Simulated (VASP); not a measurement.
# Quasiparticle energies of CuI (Marshite) in VASP, part 2 of 6

Wanted: how far GW moves the Kohn-Sham levels of CuI (Marshite). The cell is of the zinc-blende type, one of the forms listed for this formula. The start is a cell from a database of measured crystal structures.

VASP 6.6.1, plane waves and PAW; the level of theory is named at each step.

So far. Step 2 (Ground state): The cell has a gap of 0.964 eV on mesh and path and a pressure of -4.7 GPa, which holds the misfit of the given cell and coordinates with this functional, and any error of cutoff, mesh and data sets. Spin-orbit coupling is left out, which can shift or reorder these edges. Step 3 (Empty bands, functional LDA): WAVECAR now holds 308 bands for 18 electrons.

The database entry behind the starting cell differs from later determinations by our own check (about 0.15 % long (mineral sample)), so it need not match the best structure at ambient conditions.

**4. evGW0**

This step: evGW0 on LDA; plane waves and PAW (I_GW, Cu_GW) (VASP 6.6.1).

The lowest NBANDSGW levels in G are updated for four passes while W stays fixed, so the result depends less on the starting levels.

File INCAR:

```
SYSTEM = CuI
PREC = Accurate
ENCUT = 440
ISMEAR = 0
SIGMA = 0.01
LREAL = .FALSE.
GGA = CA
NBANDS = 308
LASPH = .TRUE.
ALGO = EVGW0
NELMGW = 4
ENCUTGW = 180
NOMEGA = 48
PRECFOCK = Fast
NBANDSGW = 20
LWAVE = .FALSE.
LCHARG = .FALSE.
```

File POSCAR:

```
CuI
1.0
    0.0000000000      3.0315000000      3.0315000000
    3.0315000000      0.0000000000      3.0315000000
    3.0315000000      3.0315000000      0.0000000000
I Cu
1 1
Direct
    0.0000000000      0.0000000000      0.0000000000
    0.7500000000      0.7500000000      0.7500000000
```

File KPOINTS:

```
Automatic mesh
0
Gamma
6 6 6
0 0 0
```

PAW data sets: I_GW and Cu_GW (LDA family, release 64).

Launch:

```
$ mpirun -np 4 vasp_std
```

The log of the run:

```text
[banner, memory and clock lines left out]
running    4 mpi-ranks, on    1 nodes
 distrk:  each k-point on    4 cores,    1 groups
 distr:  one band on    1 cores,    4 groups

 POSCAR found type information on POSCAR I Cu
 POSCAR found :  2 types and       2 ions
|                                                                             |
|           W    W    AA    RRRRR   N    N  II  N    N   GGGG   !!!           |
|           W    W   A  A   R    R  NN   N  II  NN   N  G    G  !!!           |
|           W    W  A    A  R    R  N N  N  II  N N  N  G       !!!           |
|           W WW W  AAAAAA  RRRRR   N  N N  II  N  N N  G  GGG   !            |
|           WW  WW  A    A  R   R   N   NN  II  N   NN  G    G                |
|           W    W  A    A  R    R  N    N  II  N    N   GGGG   !!!           |
|                                                                             |
|     The default for ENCUTGWSOFT is different in this version of VASP.       |
|     please manually set ENCUTGWSOFT =180 in the INCAR file.                 |
|                                                                             |

 LDA part: xc-table for (Slater(with rela. corr.)+CA(PZ))
 , standard interpolation
 found WAVECAR, reading the header
 POSCAR, INCAR and KPOINTS ok, starting setup
 FFT: planning ... GRIDC
 FFT: planning ... GRID_SOFT
 FFT: planning ... GRID
 reading WAVECAR
 the WAVECAR file was read successfully
 initial charge from wavefunction
 available memory per node:    263.29 GB, setting MAXMEM to    269612

 The Fermi energy was updated, please check that it is located mid-gap
 values below the HOMO (VB) or above the LUMO (CB) will cause erroneous energies
 E-fermi :   4.1711

 calculate exact exchange contribution
 the WAVEDER file was read successfully
energies w=
    0.000    0.000    0.435    0.000    0.869    0.000    1.299    0.000
    1.724    0.000    2.142    0.000    2.554    0.000    2.958    0.000
    3.355    0.000    3.744    0.000    4.126    0.000    4.503    0.000
    4.873    0.000    5.240    0.000    5.603    0.000    5.965    0.000
    6.326    0.000    6.688    0.000    7.053    0.000    7.423    0.000
    7.799    0.000    8.184    0.000    8.579    0.000    8.989    0.000
    9.415    0.000    9.861    0.000   10.332    0.000   10.831    0.000
   11.365    0.000   11.941    0.000   12.566    0.000   13.251    0.000
   14.009    0.000   14.856    0.000   15.813    0.000   16.908    0.000
   18.177    0.000   19.670    0.000   21.459    0.000   23.645    0.000
   26.381    0.000   29.908    0.000   34.626    0.000   41.254    0.000
   51.230    0.000   67.889    0.000  101.187    0.000  200.188    0.000
 responsefunction array rank=     312
 LDA part: xc-table for (Slater(with rela. corr.)+CA(PZ))
 , standard interpolation

 min. memory requirement per mpi rank    715.6 MB, per node   2862.2 MB

 allocating  12 responsefunctions rank=   312
 shmem allocating  48 responsefunctions rank=   312
 response function shared by NCSHMEM nodes    1
 Doing           12  frequencies on each core in blocks of           48
NQ=   1    0.0000    0.0000    0.0000,
|.........|.........|.........|.........|.........|.........|.........|.........
 performed       1359000 updates of chi_q(r,r)
 total number of BLAS operations       1025.15 Gflops
NQ=   2    0.1667    0.0000    0.0000,
|.........|.........|.........|.........|.........|.........|.........|.........
 performed       3556000 updates of chi_q(r,r)
 total number of BLAS operations       2714.51 Gflops
NQ=   3    0.3333    0.0000    0.0000,
|.........|.........|.........|.........|.........|.........|.........|.........
 performed       5753000 updates of chi_q(r,r)
 total number of BLAS operations       4317.79 Gflops
NQ=   4    0.5000    0.0000    0.0000,
|.........|.........|.........|.........|.........|.........|.........|.........
 performed       7654000 updates of chi_q(r,r)
 total number of BLAS operations       5705.34 Gflops
NQ=   5    0.1667    0.1667    0.0000,
|.........|.........|.........|.........|.........|.........|.........|.........
 performed       9851000 updates of chi_q(r,r)
 total number of BLAS operations       7319.27 Gflops
NQ=   6    0.3333    0.1667    0.0000,
|.........|.........|.........|.........|.........|.........|.........|.........
 performed      13107000 updates of chi_q(r,r)
 total number of BLAS operations       9743.06 Gflops
NQ=   7    0.5000    0.1667    0.0000,
|.........|.........|.........|.........|.........|.........|.........|.........
 performed      16363000 updates of chi_q(r,r)
 total number of BLAS operations      12198.75 Gflops
NQ=   8   -0.3333    0.1667    0.0000,
|.........|.........|.........|.........|.........|.........|.........|.........
 performed      19619000 updates of chi_q(r,r)
 total number of BLAS operations      14670.46 Gflops
NQ=   9   -0.1667    0.1667    0.0000,
|.........|.........|.........|.........|.........|.........|.........|.........
 performed      22481000 updates of chi_q(r,r)
 total number of BLAS operations      16773.01 Gflops
NQ=  10    0.3333    0.3333    0.0000,
|.........|.........|.........|.........|.........|.........|.........|.........
 performed      24678000 updates of chi_q(r,r)
 total number of BLAS operations      18462.36 Gflops
NQ=  11    0.5000    0.3333    0.0000,
|.........|.........|.........|.........|.........|.........|.........|.........
 performed      27934000 updates of chi_q(r,r)
 total number of BLAS operations      20854.47 Gflops
NQ=  12   -0.3333    0.3333    0.0000,
|.........|.........|.........|.........|.........|.........|.........|.........
 performed      30796000 updates of chi_q(r,r)
 total number of BLAS operations      23041.12 Gflops
NQ=  13    0.5000    0.5000    0.0000,
|.........|.........|.........|.........|.........|.........|.........|.........
 performed      32525000 updates of chi_q(r,r)
 total number of BLAS operations      24302.82 Gflops
NQ=  14    0.5000    0.3333    0.1667,
|.........|.........|.........|.........|.........|.........|.........|.........
 performed      36151000 updates of chi_q(r,r)
 total number of BLAS operations      27001.67 Gflops
NQ=  15   -0.3333    0.3333    0.1667,
|.........|.........|.........|.........|.........|.........|.........|.........
 performed      39580000 updates of chi_q(r,r)
 total number of BLAS operations      29537.12 Gflops
NQ=  16   -0.3333    0.5000    0.1667,
|.........|.........|.........|.........|.........|.........|.........|.........
 performed      42454000 updates of chi_q(r,r)
 total number of BLAS operations      31662.68 Gflops
 resolving degeneracies of screened two electron integrals

[...]
total number of BLAS operations      29537.12 Gflops
NQ=  16   -0.3333    0.5000    0.1667,
|.........|.........|.........|.........|.........|.........|.........|.........
 performed      42454000 updates of chi_q(r,r)
 total number of BLAS operations      31662.68 Gflops
 resolving degeneracies of screened two electron integrals

 calculate QP shifts <psi_nk| G(iteration)W_0 |psi_nk>: iteration 2
 allocating  12 responsefunctions rank=   312
 shmem allocating  48 responsefunctions rank=   312
 response function shared by NCSHMEM nodes    1
 Doing           12  frequencies on each core in blocks of           48
NQ=   1    0.0000    0.0000    0.0000,
|.........|.........|.........|.........|.........|.........|.........|.........
 performed       1359000 updates of chi_q(r,r)
 total number of BLAS operations       1025.15 Gflops
NQ=   2    0.1667    0.0000    0.0000,
|.........|.........|.........|.........|.........|.........|.........|.........
 performed       3556000 updates of chi_q(r,r)
 total number of BLAS operations       2714.51 Gflops
NQ=   3    0.3333    0.0000    0.0000,
|.........|.........|.........|.........|.........|.........|.........|.........
 performed       5753000 updates of chi_q(r,r)
 total number of BLAS operations       4317.79 Gflops
NQ=   4    0.5000    0.0000    0.0000,
|.........|.........|.........|.........|.........|.........|.........|.........
 performed       7654000 updates of chi_q(r,r)
 total number of BLAS operations       5705.34 Gflops
NQ=   5    0.1667    0.1667    0.0000,
|.........|.........|.........|.........|.........|.........|.........|.........
 performed       9851000 updates of chi_q(r,r)
 total number of BLAS operations       7319.27 Gflops
NQ=   6    0.3333    0.1667    0.0000,
|.........|.........|.........|.........|.........|.........|.........|.........
 performed      13107000 updates of chi_q(r,r)
 total number of BLAS operations       9743.06 Gflops
NQ=   7    0.5000    0.1667    0.0000,
|.........|.........|.........|.........|.........|.........|.........|.........
 performed      16363000 updates of chi_q(r,r)
 total number of BLAS operations      12198.75 Gflops
NQ=   8   -0.3333    0.1667    0.0000,
|.........|.........|.........|.........|.........|.........|.........|.........
 performed      19619000 updates of chi_q(r,r)
 total number of BLAS operations      14670.46 Gflops
NQ=   9   -0.1667    0.1667    0.0000,
|.........|.........|.........|.........|.........|.........|.........|.........
 performed      22481000 updates of chi_q(r,r)
 total number of BLAS operations      16773.01 Gflops
NQ=  10    0.3333    0.3333    0.0000,
|.........|.........|.........|.........|.........|.........|.........|.........
 performed      24678000 updates of chi_q(r,r)
 total number of BLAS operations      18462.36 Gflops
NQ=  11    0.5000    0.3333    0.0000,
|.........|.........|.........|.........|.........|.........|.........|.........
 performed      27934000 updates of chi_q(r,r)
 total number of BLAS operations      20854.47 Gflops
NQ=  12   -0.3333    0.3333    0.0000,
|.........|.........|.........|.........|.........|.........|.........|.........
 performed      30796000 updates of chi_q(r,r)
 total number of BLAS operations      23041.12 Gflops
NQ=  13    0.5000    0.5000    0.0000,
|.........|.........|.........|.........|.........|.........|.........|.........
 performed      32525000 updates of chi_q(r,r)
 total number of BLAS operations      24302.82 Gflops
NQ=  14    0.5000    0.3333    0.1667,
|.........|.........|.........|.........|.........|.........|.........|.........
 performed      36151000 updates of chi_q(r,r)
 total number of BLAS operations      27001.67 Gflops
NQ=  15   -0.3333    0.3333    0.1667,
|.........|.........|.........|.........|.........|.........|.........|.........
 performed      39580000 updates of chi_q(r,r)
 total number of BLAS operations      29537.12 Gflops
NQ=  16   -0.3333    0.5000    0.1667,
|.........|.........|.........|.........|.........|.........|.........|.........
 performed      42454000 updates of chi_q(r,r)
 total number of BLAS operations      31662.68 Gflops
 resolving degeneracies of screened two electron integrals

 calculate QP shifts <psi_nk| G(iteration)W_0 |psi_nk>: iteration 3
 allocating  12 responsefunctions rank=   312
 shmem allocating  48 responsefunctions rank=   312
 response function shared by NCSHMEM nodes    1
 Doing           12  frequencies on each core in blocks of           48
NQ=   1    0.0000    0.0000    0.0000,
|.........|.........|.........|.........|.........|.........|.........|.........
 performed       1359000 updates of chi_q(r,r)
 total number of BLAS operations       1025.15 Gflops
NQ=   2    0.1667    0.0000    0.0000,
|.........|.........|.........|.........|.........|.........|.........|.........
 performed       3556000 updates of chi_q(r,r)
 total number of BLAS operations       2714.51 Gflops
NQ=   3    0.3333    0.0000    0.0000,
|.........|.........|.........|.........|.........|.........|.........|.........
 performed       5753000 updates of chi_q(r,r)
 total number of BLAS operations       4317.79 Gflops
NQ=   4    0.5000    0.0000    0.0000,
|.........|.........|.........|.........|.........|.........|.........|.........
 performed       7654000 updates of chi_q(r,r)
 total number of BLAS operations       5705.34 Gflops
NQ=   5    0.1667    0.1667    0.0000,
|.........|.........|.........|.........|.........|.........|.........|.........
 performed       9851000 updates of chi_q(r,r)
 total number of BLAS operations       7319.27 Gflops
NQ=   6    0.3333    0.1667    0.0000,
|.........|.........|.........|.........|.........|.........|.........|.........
 performed      13107000 updates of chi_q(r,r)
 total number of BLAS operations       9743.06 Gflops
NQ=   7    0.5000    0.1667    0.0000,
|.........|.........|.........|.........|.........|.........|.........|.........
 performed      16363000 updates of chi_q(r,r)
 total number of BLAS operations      12198.75 Gflops
NQ=   8   -0.3333    0.1667    0.0000,
|.........|.........|.........|.........|.........|.........|.........|.........
 performed      19619000 updates of chi_q(r,r)
 total number of BLAS operations      14670.46 Gflops
NQ=   9   -0.1667    0.1667    0.0000,
|.........|.........|.........|.........|.........|.........|.........|.........
 performed      22481000 updates of chi_q(r,r)
 total number of BLAS operations      16773.01 Gflops
NQ=  10    0.3333    0.3333    0.0000,
|.........|.........|.........|.........|.........|.........|.........|.........
 performed      24678000 updates of chi_q(r,r)
 total number of BLAS operations      18462.36 Gflops
NQ=  11    0.5000    0.3333    0.0000,
|.........|.........|.........|.........|.........|.........|.........|.........
 performed      27934000 updates of chi_q(r,r)
 total number of BLAS operations      20854.47 Gflops
NQ=  12   -0.3333    0.3333    0.0000,
|.........|.........|.........|.........|.........|.........|.........|.........
 performed      30796000 updates of chi_q(r,r)
 total number of BLAS operations      23041.12 Gflops
NQ=  13    0.5000    0.5000    0.0000,
|.........|.........|.........|.........|.........|.........|.........|.........
 performed      32525000 updates of chi_q(r,r)
 total number of BLAS operations      24302.82 Gflops
NQ=  14    0.5000    0.3333    0.1667,
|.........|.........|.........|.........|.........|.........|.........|.........
 performed      36151000 updates of chi_q(r,r)
 total number of BLAS operations      27001.67 Gflops
NQ=  15   -0.3333    0.3333    0.1667,
|.........|.........|.........|.........|.........|.........|.........|.........
 performed      39580000 updates of chi_q(r,r)
 total number of BLAS operations      29537.12 Gflops
NQ=  16   -0.3333    0.5000    0.1667,
|.........|.........|.........|.........|.........|.........|.........|.........
 performed      42454000 updates of chi_q(r,r)
 total number of BLAS operations      31662.68 Gflops
 resolving degeneracies of screened two electron integrals

 calculate QP shifts <psi_nk| G(iteration)W_0 |psi_nk>: iteration 4
 entering main loop
```

Elapsed: 33 min, on 4 MPI ranks of Intel Xeon 6975P-C (Granite Rapids), shared host; peak memory 2.9 GiB; 2.2 h of CPU time.

(Part 2 of 6 ends here.)

[Lines on the potential files, build, host, timing and source positions are cut from VASP's logs without a mark.]

[Logs are printed without paths, hosts, clocks, repeated set-up lines and the standing remarks that a program may print on its own settings, such as how far it seeks lower states.]

[Hosts, paths, dates, database ids (printed as entryN), source tags and the programs' standing remarks are cut or masked in the printed files.]

[Pressures printed for these runs are not shown converged in the cutoff: they can be off by several GPa and have the wrong sign.]
